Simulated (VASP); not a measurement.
# Hg3Ge (P6_3/mmc) in VASP: reference runs

Aim: a first look at Hg3Ge with PBE, on the cell as given and on a disturbed one.

Program: VASP 6.6.1. These are calculated values, not measurements. Logs are shortened: lines on timing, memory, paths and dates and some standing lists are left out, and cuts for length are marked.

## Step 1: The crystal as given

The structure is hexagonal, space group P6_3/mmc (No. 194). The conventional cell has a = 6.470 Å, b = 6.470 Å, c = 5.247 Å, α = 90.00°, β = 90.00°, γ = 120.00°. Around Hg (site symmetry mm2) lie 8 Hg at 3.20 to 3.27 Å and 4 Ge at 3.21 to 3.24 Å. Ge (site symmetry -6m2) is surrounded by 12 Hg at 3.21 to 3.24 Å.

The cell comes from a database or a generator and needn't be the stable form of this composition.

## Step 2: Single point, PBE

File INCAR:

```
SYSTEM = Hg3Ge
  ALGO = Normal
  EDIFF = 1E-7
  ENCUT = 520
  GGA = PE
  ISIF = 2
  ISMEAR = -1
  LASPH = .TRUE.
  LCHARG = .FALSE.
  LREAL = .FALSE.
  LWAVE = .FALSE.
  NBANDS = 60
  NELM = 100
  PREC = Accurate
  SIGMA = 0.05
```

File KPOINTS:

```
k-points
0
G
  5 5 5
  0 0 0
```

File POSCAR:

```
Hg3Ge
1.0
    6.4704579991      0.0000000000      0.0000000000
   -3.2352289995      5.6035810013      0.0000000000
    0.0000000000      0.0000000000      5.2472440000
Hg Ge
6 2
Direct
    0.1686335050      0.3372670100      0.2500000000
    0.1686335050      0.8313664950      0.2500000000
    0.6627329900      0.8313664950      0.2500000000
    0.8313664950      0.6627329900      0.7500000000
    0.8313664950      0.1686335050      0.7500000000
    0.3372670100      0.1686335050      0.7500000000
    0.3333333333      0.6666666667      0.7500000000
    0.6666666667      0.3333333333      0.2500000000
```

Potentials or basis: VASP PAW PBE potentials, release 64 (Hg, Ge_d).

On the command line:

```bash
cat potpaw_PBE.64/Hg/POTCAR potpaw_PBE.64/Ge_d/POTCAR > POTCAR
mpirun -np 1 vasp_std > vasp.out
```

OUTCAR:

```text
SYSTEM = Hg3Ge
   EDIFF = 1E-7
   ENCUT = 520
   GGA = PE
   ISIF = 2
   ISMEAR = -1
   LASPH = .TRUE.
   LREAL = .FALSE.
   NELM = 100
   PREC = Accurate

 ion  position               nearest neighbor table
   1  0.169  0.337  0.250-   2 3.20   3 3.20   7 3.21   7 3.21   6 3.23   6 3.23   5 3.23   5 3.23
                             8 3.24   8 3.24   2 3.27   3 3.27
   2  0.169  0.831  0.250-   1 3.20   3 3.20   7 3.21   7 3.21   6 3.23   6 3.23   4 3.23   4 3.23
                             8 3.24   8 3.24   1 3.27   3 3.27
   3  0.663  0.831  0.250-   1 3.20   2 3.20   7 3.21   7 3.21   5 3.23   5 3.23   4 3.23   4 3.23
                             8 3.24   8 3.24   1 3.27   2 3.27
   4  0.831  0.663  0.750-   5 3.20   6 3.20   8 3.21   8 3.21   3 3.23   3 3.23   2 3.23   2 3.23
                             7 3.24   7 3.24   5 3.27   6 3.27
   5  0.831  0.169  0.750-   4 3.20   6 3.20   8 3.21   8 3.21   3 3.23   3 3.23   1 3.23   1 3.23
                             7 3.24   7 3.24   4 3.27   6 3.27
   6  0.337  0.169  0.750-   4 3.20   5 3.20   8 3.21   8 3.21   2 3.23   2 3.23   1 3.23   1 3.23
                             7 3.24   7 3.24   4 3.27   5 3.27
   7  0.333  0.667  0.750-   2 3.21   2 3.21   1 3.21   1 3.21   3 3.21   3 3.21   6 3.24   4 3.24
                             5 3.24   5 3.24   6 3.24   4 3.24
   8  0.667  0.333  0.250-   5 3.21   5 3.21   4 3.21   4 3.21   6 3.21   6 3.21   3 3.24   1 3.24
                             2 3.24   2 3.24   3 3.24   1 3.24

  LATTYP: Found a hexagonal cell.
 ALAT       =     6.4704579991
 C/A-ratio  =     0.8109540315

  Lattice vectors:

 A1 = (   6.4704579991,   0.0000000000,   0.0000000000)
 A2 = (  -3.2352289995,   5.6035810013,   0.0000000000)
 A3 = (   0.0000000000,   0.0000000000,   5.2472440000)

Analysis of symmetry for initial positions (statically):
=====================================================================
 Subroutine PRICEL returns:
 Original cell was already a primitive cell.

 Routine SETGRP: Setting up the symmetry group for a
 hexagonal supercell.

 Subroutine GETGRP returns: Found 24 space group operations
 (whereof 12 operations were pure point group operations)
 out of a pool of 24 trial point group operations.

The static configuration has the point symmetry D_3d.
 The point group associated with its full space group is D_6h.

Analysis of symmetry for dynamics (positions and initial velocities):
=====================================================================
 Subroutine PRICEL returns:
 Original cell was already a primitive cell.

 Routine SETGRP: Setting up the symmetry group for a
 hexagonal supercell.

 Subroutine GETGRP returns: Found 24 space group operations
 (whereof 12 operations were pure point group operations)
 out of a pool of 24 trial point group operations.

The dynamic configuration has the point symmetry D_3d.
 The point group associated with its full space group is D_6h.
[... 115 lines left out ...]
   EFERMI =   0.00;   METHOD = LEGACY
   ISMEAR =    -1;   SIGMA  =   0.05  broadening in eV -4-tet -1-fermi 0-gaus
   EFERMI_NEDOS =   21; number of points for ismear=-14 and -15
   IALGO  =     38    algorithm
   IMIX   =      4    mixing-type and parameters
     AMIX     =   0.40;   BMIX     =  1.00
     AMIX_MAG =   1.60;   BMIX_MAG =  1.00
  volume/ion in A,a.u.               =      23.78       160.49
  Fermi-wavevector in a.u.,A,eV,Ry     =   1.321187  2.496681 23.749435  1.745534
  Thomas-Fermi vector in A             =   2.450959
   LORBIT       =      0    0 simple, 1 ext, 2 COOP (PROOUT), +10 PAW based schemes
   GGA     = PE    functional components
   LHFCALC =     F    Hartree Fock is set to
   AEXX    =    0.0000 exact exchange contribution
   IVDW    =     0    specifies the selected vdW correction
   LEPSILON=     F    determine dielectric tensor
   LRPA    =     F    only Hartree local field effects (RPA)
 non-spin polarized calculation
  energy-cutoff  :      520.00
  volume of cell :      190.25
 maximum number of plane-waves:      5141
   NGX = 25   NGY = 25   NGZ = 19

 number of electron     100.0000000 magnetization

 number of electron      99.9999998 magnetization

 Free energy of the ion-electron system (eV)
  ---------------------------------------------------
  ext. energy  EPLUGINS =         0.00000000
  ---------------------------------------------------
  free energy    TOTEN  =        -8.15342275 eV

  energy without entropy =       -8.13014460  energy(sigma->0) =       -8.14178368

 E-fermi :   3.2505     XC(G=0): -10.6801

 val. band max:        3.2409717472   @ k =   0.0000   0.0000   0.0000
 cond. band min:       3.2966408729   @ k =   0.2000   0.2000   0.0000
 fundamental gap:      0.0556691256
 Fermi energy:         3.2504731789

 k-point     1 :       0.0000    0.0000    0.0000
  band No.  band energies     occupation
      1     -21.8301      2.00000
      2     -21.8295      2.00000
      3     -21.8278      2.00000
      4     -21.8278      2.00000
      5     -21.8268      2.00000
      6     -21.8268      2.00000
[... 934 lines left out ...]
     59       8.2773      0.00000
     60       8.5848      0.00000

------------------------ aborting loop because EDIFF is reached ----------------------------------------

  FORCE on cell =-STRESS in cart. coord.  units (eV):
  Direction    XX          YY          ZZ          XY          YZ          ZX
  --------------------------------------------------------------------------------------
  -------------------------------------------------------------------------------------
  Total        0.4254436      0.4254436     -1.2204829      0.0000000      0.0000000      0.0000000
  in kB        3.5827844      3.5827844    -10.2780413      0.0000000      0.0000000      0.0000000
  external PRESSURE =      -1.0374908 kB  Pullay stress =       0.0000000 kB

 VOLUME and BASIS-vectors are now :
 -----------------------------------------------------------------------------
  energy-cutoff  :      520.00
  volume of cell :      190.25
      direct lattice vectors                 reciprocal lattice vectors
     6.470457999  0.000000000  0.000000000     0.154548565  0.089228656  0.000000000
    -3.235228999  5.603581001  0.000000000     0.000000000  0.178457311  0.000000000
     0.000000000  0.000000000  5.247244000     0.000000000  0.000000000  0.190576234

 POSITION                                       TOTAL-FORCE (eV/Angst)
 -----------------------------------------------------------------------------------
      0.00000      1.88990      1.31181        -0.000000     -0.027196      0.000000
     -1.59852      4.65863      1.31181        -0.023552      0.013598      0.000000
      1.59852      4.65863      1.31181         0.023552      0.013598     -0.000000
      3.23523      3.71368      3.93543         0.000000      0.027196     -0.000000
      4.83375      0.94495      3.93543         0.023552     -0.013598      0.000000
      1.63670      0.94495      3.93543        -0.023552     -0.013598      0.000000
     -0.00000      3.73572      3.93543         0.000000     -0.000000      0.000000
      3.23523      1.86786      1.31181        -0.000000      0.000000      0.000000
 -----------------------------------------------------------------------------------
    total drift:                               -0.000000      0.000000     -0.000000

  FREE ENERGIE OF THE ION-ELECTRON SYSTEM (eV)
  ---------------------------------------------------
  free  energy   TOTEN  =        -8.1534227530 eV

  energy  without entropy=       -8.1301446005  energy(sigma->0) =       -8.14178368
```

stdout:

```text
POSCAR found type information on POSCAR HgGe
 POSCAR found :  2 types and       8 ions
 scaLAPACK will be used
 LDA part: xc-table for (Slater+PW92), standard interpolation
 POSCAR, INCAR and KPOINTS ok, starting setup
 FFT: planning ... GRIDC
 FFT: planning ... GRID_SOFT
 FFT: planning ... GRID
 WAVECAR not read
 entering main loop
```

Run time: 2.1 min. Hardware: 1 thread of Intel Xeon Platinum 8488C (Sapphire Rapids), shared host; peak memory 0.35 GiB.

Results:

| Property | Result |
| --- | --- |
| Free energy | -8.1534 eV |
| Pressure | -0.1 GPa |
| Largest force | 0.027 eV/Å |
| Band gap on the k mesh | none (metal or under the smearing width) |

Forces in eV/Å, atoms in the order of the input:
```
Hg   0.000 -0.027  0.000
Hg  -0.024  0.014  0.000
Hg   0.024  0.014  0.000
Hg   0.000  0.027  0.000
Hg   0.024 -0.014  0.000
Hg  -0.024 -0.014  0.000
Ge   0.000  0.000  0.000
Ge   0.000  0.000  0.000
```

Stress tensor (GPa, compression positive):
```
 0.36  0.00  0.00
 0.00  0.36  0.00
 0.00  0.00 -1.03
```

Levels at points of the mesh, in eV from the Fermi level:
```tsv
k point	band 48	band 49	band 50	band 51	band 52	band 53
(0.00, 0.00, 0.00)	-2.66	-2.65	-0.01	0.59	0.75	0.75
```

Spin-orbit coupling is left out, which matters for the levels of Hg.

## Step 3: Single point, PBE (atoms moved at random, drawn with an rms of 0.05 Å)

File INCAR:

```
SYSTEM = Hg3Ge
PREC     = Accurate       ! precision mode
ENCUT    = 520            ! plane-wave cutoff, eV
EDIFF    = 1E-7           ! SCF threshold, eV
ISMEAR   = -1             ! smearing method
SIGMA    = 0.05           ! smearing width, eV
LREAL    = .False.        ! projectors in reciprocal space
LASPH    = .True.         ! aspherical terms in the spheres
NELM     = 100            ! most SCF steps
ALGO     = Normal         ! electronic algorithm
ISIF     = 2              ! what is computed and relaxed
LWAVE    = .False.        ! write WAVECAR
LCHARG   = .False.        ! write CHGCAR
GGA      = PE             ! functional
NBANDS   = 60             ! bands
```

File KPOINTS:

```
Automatic mesh
0
Gamma
  5 5 5
  0 0 0
```

File POSCAR:

```
Hg3Ge
1.0
    6.4704579991      0.0000000000      0.0000000000
   -3.2352289995      5.6035810013      0.0000000000
    0.0000000000      0.0000000000      5.2472440000
Hg Ge
6 2
Direct
    0.1603210000      0.3310640000      0.2478800000
    0.1703130000      0.8350360000      0.2370810000
    0.6612110000      0.8376630000      0.2563460000
    0.8255720000      0.6604990000      0.7387050000
    0.8367210000      0.1644260000      0.7542920000
    0.3363920000      0.1756050000      0.7461070000
    0.3370370000      0.6740820000      0.7452680000
    0.6660970000      0.3260370000      0.2500360000
```

Potentials or basis: VASP PAW PBE potentials, release 64 (Hg, Ge_d).

On the command line:

```bash
cat potpaw_PBE.64/Hg/POTCAR potpaw_PBE.64/Ge_d/POTCAR > POTCAR
mpirun -np 1 vasp_std > vasp.out
```

It took 10 min on 1 thread of Intel Xeon Platinum 8488C (Sapphire Rapids), shared host; peak memory 0.64 GiB.

It converged, with:

```
Free energy            : -8.1358 eV
Pressure               : 0.0 GPa
Largest force          : 0.167 eV/Å
Band gap on the k mesh : none (metal or under the smearing width)
```

Forces on the atoms (eV/Å):
```
Hg   0.057  0.118  0.012
Hg  -0.070 -0.061  0.026
Hg   0.027 -0.140 -0.087
Hg   0.090 -0.017  0.067
Hg  -0.099  0.069 -0.004
Hg   0.053 -0.039 -0.014
Ge  -0.033 -0.006  0.005
Ge  -0.025  0.077 -0.005
```

Stress tensor (GPa, compression positive):
```
 0.42  0.02  0.02
 0.02  0.42 -0.02
 0.02 -0.02 -0.92
```

Levels at points of the mesh, in eV from the Fermi level:
```csv
k point,band 46,band 47,band 48,band 49,band 50,band 51,band 52,band 53,band 54,band 55
"(0.00, 0.00, 0.00)",-3.11,-3.02,-2.63,-2.57,0.02,0.60,0.70,0.82,1.68,1.78
```

Spin-orbit coupling is left out, which matters for the levels of Hg.
